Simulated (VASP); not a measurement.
All values below come from PBE GGA, VASP's PBE PAW potentials (set 64) (plane waves; VASP).

The input files of a VASP run:

### KPOINTS
```
Automatic mesh
0
Gamma
16 16 9
0 0 0
```

### INCAR
```
! general
SYSTEM =Os
PREC   =Accurate
ENCUT  =500
LREAL  =.FALSE.
LASPH  =.TRUE.

! electronic loop
EDIFF  =1E-6
NELM   =100
ALGO   =Normal
LMAXMIX=6

! smearing
ISMEAR =1
SIGMA  =0.1

! functional
GGA    =PE

! ions
IBRION =2
NSW    =40
ISIF   =3
EDIFFG =-0.02
PSTRESS=450

! output
LWAVE  =.FALSE.
LCHARG =.FALSE.
```

File POSCAR:
```
Os
1.0
  1.3343124302  -2.3110964349   0.0000000000
  1.3343124302   2.3110964349   0.0000000000
  0.0000000000   0.0000000000   4.2318944448
Os
2
direct
  0.3333330000   0.6666670000   0.2500000000
  0.6666670000   0.3333330000   0.7500000000
```

POTCAR, in this order: Os (PBE.64 set). Program: vasp_std.

The resulting files:

### OSZICAR
```
       N       E                     dE             d eps       ncg     rms          rms(c)
DAV:   1     0.106406602371E+03    0.10641E+03   -0.75277E+03  3608   0.125E+03
DAV:   2    -0.162176115956E+02   -0.12262E+03   -0.11123E+03  3784   0.405E+02
DAV:   3    -0.233143840061E+02   -0.70968E+01   -0.64641E+01  4384   0.787E+01
DAV:   4    -0.234932603673E+02   -0.17888E+00   -0.17640E+00  3824   0.126E+01
DAV:   5    -0.234950631774E+02   -0.18028E-02   -0.18020E-02  4180   0.106E+00    0.275E+01
DAV:   6    -0.225338880094E+02    0.96118E+00   -0.84173E-01  3888   0.845E+00    0.136E+01
DAV:   7    -0.221965787633E+02    0.33731E+00   -0.75936E-01  4016   0.789E+00    0.557E-01
DAV:   8    -0.221909941986E+02    0.55846E-02   -0.84504E-03  3664   0.817E-01    0.351E-01
DAV:   9    -0.221893570044E+02    0.16372E-02   -0.16816E-03  3884   0.489E-01    0.468E-02
DAV:  10    -0.221893805564E+02   -0.23552E-04   -0.57327E-05  4076   0.721E-02    0.122E-02
DAV:  11    -0.221893570162E+02    0.23540E-04   -0.49380E-06  3748   0.285E-02    0.145E-03
DAV:  12    -0.221893560459E+02    0.97032E-06   -0.11828E-07  1884   0.396E-03
   1 F= -.14858708E+02 E0= -.14858809E+02  d E =-.148587E+02
       N       E                     dE             d eps       ncg     rms          rms(c)
DAV:   1    -0.221866653266E+02    0.26917E-02   -0.21878E-02  3664   0.131E+00    0.892E-02
DAV:   2    -0.221864736526E+02    0.19167E-03   -0.24648E-04  4400   0.212E-01    0.456E-02
DAV:   3    -0.221864101741E+02    0.63479E-04   -0.11331E-04  3964   0.954E-02    0.853E-03
DAV:   4    -0.221864106626E+02   -0.48846E-06   -0.75728E-06  3660   0.344E-02
   2 F= -.14858574E+02 E0= -.14858683E+02  d E =0.134725E-03
       N       E                     dE             d eps       ncg     rms          rms(c)
DAV:   1    -0.221887156192E+02   -0.23054E-02   -0.11174E-02  3652   0.937E-01    0.641E-02
DAV:   2    -0.221886144186E+02    0.10120E-03   -0.12668E-04  4412   0.153E-01    0.327E-02
DAV:   3    -0.221885810793E+02    0.33339E-04   -0.58200E-05  3952   0.685E-02    0.616E-03
DAV:   4    -0.221885813539E+02   -0.27459E-06   -0.38861E-06  3384   0.246E-02
   3 F= -.14858734E+02 E0= -.14858836E+02  d E =-.262316E-04
```

**OUTCAR**
```
------------------------ aborting loop because EDIFF is reached ----------------------------------------
  FORCE on cell =-STRESS in cart. coord.  units (eV):
  Direction    XX          YY          ZZ          XY          YZ          ZX
  --------------------------------------------------------------------------------------
  Total        7.3373811      7.3373777      7.3375033      0.0000000      0.0000000      0.0000000
  in kB      450.4625516    450.4623423    450.4700494      0.0000000      0.0000000      0.0000000
  external PRESSURE =       0.4649811 kB  Pullay stress =     450.0000000 kB
  volume of cell :       26.10
      direct lattice vectors                 reciprocal lattice vectors
     1.334587962 -2.311573620  0.000000000     0.374647467 -0.216302866  0.000000000
     1.334587962  2.311573620 -0.000000000     0.374647467  0.216302866  0.000000000
     0.000000000  0.000000000  4.229685156     0.000000000  0.000000000  0.236424217
 POSITION                                       TOTAL-FORCE (eV/Angst)
 -----------------------------------------------------------------------------------
      1.33459      0.77053      1.05742         0.000000      0.000000      0.000000
      1.33459     -0.77053      3.17226        -0.000000      0.000000      0.000000
 -----------------------------------------------------------------------------------
    total drift:                                0.000000      0.000014     -0.000020
  FREE ENERGIE OF THE ION-ELECTRON SYSTEM (eV)
  ---------------------------------------------------
  free  energy   TOTEN  =       -22.1885813539 eV

  energy  without entropy=      -22.1888867645  energy(sigma->0) =      -22.18868316
  enthalpy is  TOTEN    =       -14.8587344982 eV   P V=        7.3298468558

 reached required accuracy - stopping structural energy minimisation
```
(Selected blocks of OUTCAR.)

**CONTCAR**
```
Os
   1.00000000000000
     1.3345879619183409   -2.3115736202233603    0.0000000000000000
     1.3345879619183409    2.3115736202233603   -0.0000000000000000
     0.0000000000000000    0.0000000000000000    4.2296851556682400
  Os
     2
Direct
     0.3333330000000032    0.6666669999999968    0.2500000000000000
     0.6666669999999968    0.3333330000000032    0.7500000000000000
```

OUTCAR:
```
 val. band max:       10.5922058589   @ k =   0.3750  -0.0000   0.3333

 cond. band min:      10.6056641438   @ k =   0.3125  -0.0000   0.0000


 Fermi energy:        10.5960648921

 k-point     1 :       0.0000    0.0000    0.0000
  band No.  band energies     occupation
      1      -1.0256      2.00000
      2       2.0705      2.00000
      3       7.1709      2.00000
      4       7.1709      2.00000
      5       7.4217      2.00000
      6       8.1072      2.00000
      7       8.1072      2.00000
      8       8.8706      2.00000
      9       8.8707      2.00000
     10      10.5781      1.29888
     11      12.4411     -0.00000
     12      12.4411     -0.00000

 k-point     2 :       0.0625   -0.0000    0.0000
  band No.  band energies     occupation
      1      -0.8531      2.00000
      2       2.2253      2.00000
      3       6.7899      2.00000
      4       7.3253      2.00000
      5       7.7517      2.00000
      6       8.0003      2.00000
      7       8.2523      2.00000
      8       8.6452      2.00000
      9       8.7421      2.00000
     10       9.8235      2.00000
     11      12.5333     -0.00000
     12      13.4555      0.00000

 k-point     3 :       0.1250   -0.0000    0.0000
  band No.  band energies     occupation
      1      -0.3560      2.00000
      2       2.6472      2.00000
      3       6.2608      2.00000
      4       7.6826      2.00000
      5       7.7712      2.00000
      6       7.7815      2.00000
      7       8.2578      2.00000
      8       8.4128      2.00000
      9       8.6793      2.00000
     10       9.1338      2.00000
     11      12.7571      0.00000
     12      15.1372      0.00000

 k-point     4 :       0.1875   -0.0000    0.0000
  band No.  band energies     occupation
      1       0.4001      2.00000
      2       3.1692      2.00000
      3       5.8210      2.00000
      4       6.5975      2.00000
      5       7.3523      2.00000
      6       7.9901      2.00000
...
```

Unless said otherwise, spin-orbit coupling is left out, though it shifts the bands of the heavy elements here.

The compound is Os in the hcp structure. This run relaxes it under an external pressure of 45 GPa. Symmetry was kept, so distortions that lower it aren't found.
